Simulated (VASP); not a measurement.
All values below come from revPBE GGA, VASP's PBE PAW potentials (set 64) (plane waves; VASP 6.6.1).

VASP input:

POSCAR:
```
Zr
1
    1.6255383889    -2.8155150239    -0.0000000000
    1.6255383889     2.8155150239     0.0000000000
   -0.0000000000    -0.0000000000     5.2036148484
Zr
2
Direct
  0.3333330000   0.6666670000   0.2500000000
  0.6666670000   0.3333330000   0.7500000000
```

INCAR:
```
SYSTEM = Zr
PREC = Accurate
ENCUT = 520
EDIFF = 1E-6
NELM = 100
ALGO = Normal
LREAL = .FALSE.
LASPH = .TRUE.
ISMEAR = 1
SIGMA = 0.1
GGA = RE
LMAXMIX = 4
LWAVE = .FALSE.
LCHARG = .FALSE.
IBRION = 2
ISIF = 3
NSW = 60
EDIFFG = -0.01
```

### KPOINTS
```
Automatic mesh
0
Gamma
12 12 7
0 0 0
```

POTCAR, in this order: Zr_sv (PBE.64 set). Program: vasp_std.

**Question.** Estimate the energy per atom (σ→0), band gap (on the k-mesh).

**Answer.** 
```yaml
energy per atom (σ→0): -8.180 eV/atom
band gap (on the k-mesh): none (metal, semimetal or under 0.01 eV)
```

**OSZICAR**
```
...
DAV:   6    -0.164672270168E+02    0.59462E+00   -0.98027E-01  2544   0.879E+00    0.518E+00
DAV:   7    -0.163529235999E+02    0.11430E+00   -0.63430E-01  3392   0.621E+00    0.112E+00
DAV:   8    -0.163604451712E+02   -0.75216E-02   -0.43880E-02  3256   0.170E+00    0.305E-01
DAV:   9    -0.163606910869E+02   -0.24592E-03   -0.23179E-03  2824   0.526E-01    0.422E-02
DAV:  10    -0.163606275084E+02    0.63579E-04   -0.63800E-05  3664   0.558E-02    0.254E-02
DAV:  11    -0.163606271965E+02    0.31185E-06   -0.14141E-05  2800   0.465E-02    0.464E-03
DAV:  12    -0.163606272404E+02   -0.43886E-07   -0.39710E-07  1968   0.507E-03
   1 F= -.16360627E+02 E0= -.16360156E+02  d E =-.163606E+02
```

The compound is Zr in the hcp structure. It was relaxed first. The start is the result of an earlier pass.
